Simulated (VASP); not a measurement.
Set up this calculation in VASP 6.6.1, as the native input.

```
Task                   : single point
Functional             : PBE
Potentials or basis    : VASP PAW PBE potentials, release 64 (Na_pv, Y_sv, S)
Cutoff                 : 520 eV
k mesh                 : 4 × 4 × 4
Occupations            : gaussian, width 0.1 eV
Spin                   : no spin polarisation
Dipole correction      : no
Further INCAR settings : ALGO = Normal; EDIFF = 1e-06; NBANDS = 38
```

The structure of NaY3S3 lies in POSCAR:

```
NaY3S3
1.0
    5.6319906633      0.0000000000      0.0000000000
    0.0000000000      5.6319906633      0.0000000000
    0.0000000000      0.0000000000      5.6319906633
Na Y S
1 3 3
Direct
    0.5000000000      0.5000000000      0.5000000000
    0.5000000000      0.5000000000      0.0000000000
    0.0000000000      0.5000000000      0.5000000000
    0.5000000000      0.0000000000      0.5000000000
    0.5000000000      0.0000000000      0.0000000000
    0.0000000000      0.5000000000      0.0000000000
    0.0000000000      0.0000000000      0.5000000000
```

The cell was built by a generator and needn't be a form met in nature.

The cell isn't the ideal one: species swapped into the Ce3GaBr3 type (Pm-3m, No. 221).

These files were run (other wordings do the same):

INCAR

```
SYSTEM = NaY3S3
  PREC = Accurate
  ENCUT = 520
  EDIFF = 1E-6
  ISMEAR = 0
  SIGMA = 0.1
  LREAL = .False.
  LASPH = .True.
  NELM = 100
  ALGO = Normal
  ISIF = 2
  LWAVE = .False.
  LCHARG = .False.
  GGA = PE
  NBANDS = 38
```

KPOINTS

```
regular mesh
0
Gamma
  4 4 4
  0 0 0
```

Potentials or basis: VASP PAW PBE potentials, release 64 (Na_pv, Y_sv, S).

Run with:

```bash
$ cat potpaw_PBE.64/Na_pv/POTCAR potpaw_PBE.64/Y_sv/POTCAR potpaw_PBE.64/S/POTCAR > POTCAR
$ mpirun -np 1 vasp_std > vasp.out
```

It gave:

- Pressure: 0.0 GPa
- Band gap on the k mesh: none (metal or under the smearing width)

Wall time 100 s on 1 thread of Intel(R) Xeon(R) Platinum 8259CL CPU @ 2.50GHz (Skylake/Cascade Lake), with other jobs on the host, peak memory 0.29 GiB.
